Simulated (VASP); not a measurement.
The system is HfIn4SiO6.

```
Hf In Si O
1.0
     2.71585   -4.70357    0.00833
     2.71585    4.70357    0.00833
    -1.87915    0.00000    7.40127
Hf In Si O
1 4 1 6
Direct
  0.78835 0.21165 0.00000
  0.62175 0.37825 0.50000
  0.45502 0.54498 0.00000
  0.28407 0.71593 0.50000
  0.95814 0.04186 0.50000
  0.12168 0.87832 0.00000
  0.06219 0.11415 0.86666
  0.88585 0.93781 0.13334
  0.79490 0.53784 0.86663
  0.46216 0.20510 0.13337
  0.15352 0.62879 0.13333
  0.37121 0.84648 0.86667
```

The cell was built by a generator and needn't be a form met in nature.

- Program: VASP 6.6.1
- Task: relaxation of cell and atoms
- Functional: PBE
- Dispersion: D3(BJ)
- Potentials or basis: VASP PAW PBE potentials, release 64 (Hf_pv, In_d, Si, O)
- Cutoff: 600 eV
- k mesh: 6 × 6 × 4
- Occupations: fermi-dirac, width 0.05 eV
- Spin: no spin polarisation

At the start: pressure -2.9 GPa; volume 15.77 Å³/atom.

Problem. How do energy, volume and symmetry change on relaxing?

Solution. Over 8 steps the energy falls by 5.6 meV/atom and the volume is 15.16 Å³/atom (-3.8 %); space group C2 (No. 5, to 0.05 Å).

The path:
| step | energy change (eV) | largest force (eV/Å) | pressure (GPa) | volume (Å³) |
| --- | --- | --- | --- | --- |
| 1 | 0.0000 | 0.1334 | -2.85 | 189.24 |
| 2 | -0.0162 | 0.4538 | 2.28 | 181.65 |
| 3 | -0.0411 | 0.2286 | -0.05 | 184.91 |
| 4 | -0.0559 | 0.1274 | -0.03 | 183.86 |
| 5 | -0.0644 | 0.0967 | 0.05 | 182.21 |
| 6 | -0.0667 | 0.0213 | -0.03 | 182.05 |
| 7 | -0.0667 | 0.0224 | -0.03 | 182.06 |
| 8 | -0.0668 | 0.0093 | 0.10 | 181.98 |

Final structure:
```yaml
crystal:
  lattice:
    - [2.69821, -4.66744, 0.00798]
    - [2.69821, 4.66744, 0.00798]
    - [-1.86732, 0.00000, 7.21932]
  atoms:
    - { symbol: Hf, position: [0.78826, 0.21174, 0.00000] }
    - { symbol: In, position: [0.62152, 0.37848, 0.50000] }
    - { symbol: In, position: [0.45499, 0.54501, 0.00000] }
    - { symbol: In, position: [0.28472, 0.71528, 0.50000] }
    - { symbol: In, position: [0.95774, 0.04226, 0.50000] }
    - { symbol: Si, position: [0.12165, 0.87835, 0.00000] }
    - { symbol: O, position: [0.05982, 0.11248, 0.86340] }
    - { symbol: O, position: [0.88752, 0.94018, 0.13660] }
    - { symbol: O, position: [0.79444, 0.53611, 0.86329] }
    - { symbol: O, position: [0.46389, 0.20556, 0.13671] }
    - { symbol: O, position: [0.15360, 0.62932, 0.13664] }
    - { symbol: O, position: [0.37068, 0.84640, 0.86336] }
```

Caveat: pairwise dispersion overbinds metals, which lowers pressure and volume.
